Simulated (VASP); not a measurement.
# Zn2Ag5 (a cell with a defect) in VASP: further runs, part 2 of 3

VASP 6.6.1.

### Step 3. Single point, LDA

File INCAR:

```
SYSTEM = Zn2Ag5
PREC     = Accurate       ! precision mode
ENCUT    = 520            ! plane-wave cutoff, eV
EDIFF    = 1E-7           ! SCF threshold, eV
ISMEAR   = -1             ! smearing method
SIGMA    = 0.1            ! smearing width, eV
LREAL    = .FALSE.        ! projectors in reciprocal space
LASPH    = .TRUE.         ! aspherical terms in the spheres
NELM     = 100            ! most SCF steps
ALGO     = Fast           ! electronic algorithm
ISIF     = 2              ! what is computed and relaxed
LWAVE    = .FALSE.        ! write WAVECAR
LCHARG   = .TRUE.         ! write CHGCAR
GGA      = CA             ! functional
LELF     = .TRUE.         ! ELF
LVHAR    = .TRUE.       
NBANDS   = 48             ! bands
```

File KPOINTS:

```
Automatic mesh
0
G
  2 3 3
  0 0 0
```

File POSCAR:

```
Zn2Ag5
1.0
    8.0826260000      0.0000000000      0.0000000000
    0.0000000000      4.0413130000      0.0000000000
    0.0000000000      0.0000000000      4.0413130000
Zn Ag
2 5
Direct
    0.0000000000      0.0000000000      0.0000000000
    0.5000000000      0.0000000000      0.0000000000
    0.0515149408      0.3519326516      0.5000001237
    0.2499999381      0.4999998763      0.0000000000
    0.5000000000      0.4999998763      0.4999998763
    0.7500000619      0.0000000000      0.4999998763
    0.7500000619      0.4999998763      0.0000000000
```

Potentials or basis: VASP PAW LDA potentials, release 64 (Zn, Ag).

Command:

```
> cat potpaw_LDA.64/Zn/POTCAR potpaw_LDA.64/Ag/POTCAR > POTCAR
> mpirun -np 1 vasp_std > vasp.out
```

Run time: 43 s. Hardware: 1 thread of Intel Xeon 6975P-C (Granite Rapids), shared host; peak memory 0.19 GiB.

It converged, with:

| Property | Result |
| --- | --- |
| Free energy | -20.9559 eV |
| Pressure | -7.5 GPa |
| Largest force | 0.925 eV/Å |
| Band gap on the k mesh | none (metal or under the smearing width) |

Forces on the atoms (eV/Å):
```
Zn  -0.217 -0.678  0.000
Zn   0.042 -0.041  0.000
Ag  -0.618  0.688  0.000
Ag   0.698  0.163  0.000
Ag  -0.184  0.017  0.000
Ag   0.057 -0.146  0.000
Ag   0.221 -0.003  0.000
```

Stress tensor (GPa, compression positive):
```
-13.81   0.82   0.00
  0.82  -5.68   0.00
  0.00   0.00  -3.13
```

Levels at points of the mesh, in eV from the Fermi level:
| k point | band 35 | band 36 | band 37 | band 38 | band 39 | band 40 | band 41 | band 42 | band 43 | band 44 |
| --- | --- | --- | --- | --- | --- | --- | --- | --- | --- | --- |
| (0.00, 0.00, 0.00) | -3.35 | -3.05 | -2.84 | -2.71 | 1.50 | 1.66 | 1.76 | 4.09 | 4.66 | 4.80 |
| (0.50, 0.00, 0.00) | -3.27 | -3.21 | -2.72 | -1.50 | -0.79 | 2.27 | 2.32 | 3.12 | 3.35 | 4.54 |

Caveat: the k mesh is coarse (spacing up to 0.52 Å⁻¹), so the values aren't converged.

### Step 4. Single point, LDA

File INCAR:

```
ALGO = Normal
EDIFF = 1E-6
ENCUT = 520
ISIF = 2
ISMEAR = -1
LASPH = T
LCHARG = F
LREAL = F
LWAVE = F
NBANDS = 48
NELM = 100
PREC = Accurate
SIGMA = 0.1
```

File KPOINTS:

```
k-points
0
Gamma
  2 3 3
```

POSCAR, as its differences from that of step 3:

```diff
@@ -10,3 +10,3 @@
     0.5000000000      0.0000000000      0.0000000000
-    0.0515149408      0.3519326516      0.5000001237
+    0.1127365042      0.2251441549      0.5000001237
     0.2499999381      0.4999998763      0.0000000000
```

Potentials or basis: VASP PAW LDA potentials, release 64 (Zn, Ag).

Command:

```
> cat potpaw_LDA.64/Zn/POTCAR potpaw_LDA.64/Ag/POTCAR > POTCAR
> mpirun -np 1 vasp_std > vasp.out
```

OUTCAR:

```text
EDIFF = 1E-6
   ENCUT = 520
   ISIF = 2
   ISMEAR = -1
   LASPH = T
   LREAL = F
   NELM = 100
   PREC = Accurate

 ion  position               nearest neighbor table
   1  0.000  0.000  0.000-   3 2.40   3 2.40   4 2.86   6 2.86   7 2.86   6 2.86   4 2.86   7 2.86

   2  0.500  0.000  0.000-   5 2.86   5 2.86   5 2.86   7 2.86   4 2.86   6 2.86   5 2.86   6 2.86
                             7 2.86   4 2.86
   3  0.113  0.225  0.500-   1 2.40   1 2.40   4 2.56   4 2.56   6 3.07   5 3.32
   4  0.250  0.500  0.000-   3 2.56   3 2.56   1 2.86   1 2.86   2 2.86   5 2.86   2 2.86   5 2.86

   5  0.500  0.500  0.500-   2 2.86   2 2.86   2 2.86   4 2.86   6 2.86   7 2.86   2 2.86   4 2.86
                             7 2.86   6 2.86   3 3.32
   6  0.750  0.000  0.500-   1 2.86   7 2.86   1 2.86   7 2.86   7 2.86   2 2.86   5 2.86   7 2.86
                             5 2.86   2 2.86   3 3.07
   7  0.750  0.500  0.000-   1 2.86   6 2.86   1 2.86   6 2.86   6 2.86   2 2.86   5 2.86   6 2.86
                             5 2.86   2 2.86

  LATTYP: Found a simple tetragonal cell.
 ALAT       =     4.0413130000
 C/A-ratio  =     2.0000000000

  Lattice vectors:

 A1 = (   0.0000000000,   4.0413130000,   0.0000000000)
 A2 = (   0.0000000000,   0.0000000000,   4.0413130000)
[... 177 lines left out ...]
  band No.  band energies     occupation
      1      -2.6934      2.00000
      2      -2.1207      2.00000
      3      -2.1027      2.00000
      4      -2.0605      2.00000
      5      -2.0320      2.00000
      6      -1.9060      2.00000
[... 397 lines left out ...]
     47      10.2443      0.00000
     48      10.5780      0.00000

------------------------ aborting loop because EDIFF is reached ----------------------------------------

  FORCE on cell =-STRESS in cart. coord.  units (eV):
  Direction    XX          YY          ZZ          XY          YZ          ZX
  --------------------------------------------------------------------------------------
  -------------------------------------------------------------------------------------
  Total      -10.4477947     -4.6120950      1.2726294      1.0727493      0.0000000      0.0000000
  in kB     -126.8054013    -55.9772256     15.4459661     13.0200116      0.0000000      0.0000000
  external PRESSURE =     -55.7788869 kB  Pullay stress =       0.0000000 kB

 VOLUME and BASIS-vectors are now :
 -----------------------------------------------------------------------------
  energy-cutoff  :      520.00
  volume of cell :      132.01
      direct lattice vectors                 reciprocal lattice vectors
     8.082626000  0.000000000  0.000000000     0.123722167  0.000000000  0.000000000
     0.000000000  4.041313000  0.000000000     0.000000000  0.247444333  0.000000000
     0.000000000  0.000000000  4.041313000     0.000000000  0.000000000  0.247444333

 POSITION                                       TOTAL-FORCE (eV/Angst)
 -----------------------------------------------------------------------------------
      0.00000      0.00000      0.00000        -0.972831     -0.756074      0.000000
      4.04131      0.00000      0.00000        -0.015662     -0.037389      0.000000
      0.91121      0.90988      2.02066         0.018186      0.019977      0.000000
      2.02066      2.02066      0.00000         1.005099      0.757955      0.000000
      4.04131      2.02066      2.02066        -0.283373      0.013141      0.000000
      6.06197      0.00000      2.02066         0.222583     -0.016408      0.000000
      6.06197      2.02066      0.00000         0.025998      0.018798      0.000000
 -----------------------------------------------------------------------------------
    total drift:                               -0.000257     -0.000255      0.000166

  FREE ENERGIE OF THE ION-ELECTRON SYSTEM (eV)
  ---------------------------------------------------
  free  energy   TOTEN  =       -20.5169644558 eV

  energy  without entropy=      -20.4282310768  energy(sigma->0) =      -20.47259777
```

stdout:

```text
POSCAR found type information on POSCAR ZnAg
 POSCAR found :  2 types and       7 ions
 scaLAPACK will be used
 LDA part: xc-table for (Slater(with rela. corr.)+CA(PZ))
 , standard interpolation
 POSCAR, INCAR and KPOINTS ok, starting setup
 FFT: planning ... GRIDC
 FFT: planning ... GRID_SOFT
 FFT: planning ... GRID
 WAVECAR not read
 entering main loop
```

Wall time 44 s (1 thread of Intel Xeon 6975P-C (Granite Rapids), shared host); peak memory 0.19 GiB.

Results:

```
Free energy            : -20.5170 eV
Pressure               : -5.6 GPa
Largest force          : 1.259 eV/Å
Band gap on the k mesh : none (metal or under the smearing width)
```

Forces on the atoms (eV/Å):
```
Zn  -0.973 -0.756  0.000
Zn  -0.016 -0.037  0.000
Ag   0.018  0.020  0.000
Ag   1.005  0.758  0.000
Ag  -0.283  0.013  0.000
Ag   0.223 -0.016  0.000
Ag   0.026  0.019  0.000
```

Stress tensor (GPa, compression positive):
```
-12.68   1.30   0.00
  1.30  -5.60   0.00
  0.00   0.00   1.54
```

Caveat: the k mesh is coarse (spacing up to 0.52 Å⁻¹), so the values aren't converged.

(Continued in part 3 of 3.)
